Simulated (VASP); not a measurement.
Crystal: InAs.

```
CELL_PARAMETERS angstrom
0.00000 3.01800 3.01800
3.01800 0.00000 3.01800
3.01800 3.01800 0.00000
ATOMIC_POSITIONS crystal
In 0.00000 0.00000 0.00000
As 0.25000 0.25000 0.25000
```

Program: VASP 6.6.1. Alike in all runs: task single point; potentials or basis VASP PAW PBE potentials, release 64 (In_d, As); no spin polarisation; cell as given; cutoff (eV) 520; smearing fermi-dirac 0.05 eV.

Order these runs on this cell by their band gap on the k mesh, lowest first.
A. level PBEsol; k mesh 9 × 9 × 9
B. level HSE06; k mesh 5 × 5 × 5; grid for exact exchange (PRECFOCK) Fast; screening parameter 0.2 1/A
C. level r2SCAN; k mesh 9 × 9 × 9

A (metal), C (0.28 eV), B (0.60 eV).

Caveats: spin-orbit coupling is left out, which moves the levels of the heavy elements (some runs); an odd mesh through Γ misses points on the zone boundary, where band edges often lie (some runs); this crystal is a semiconductor, whose small gap the functional closes, so the metal is an error of the method (some runs).

Not every run made on this cell is shown here.
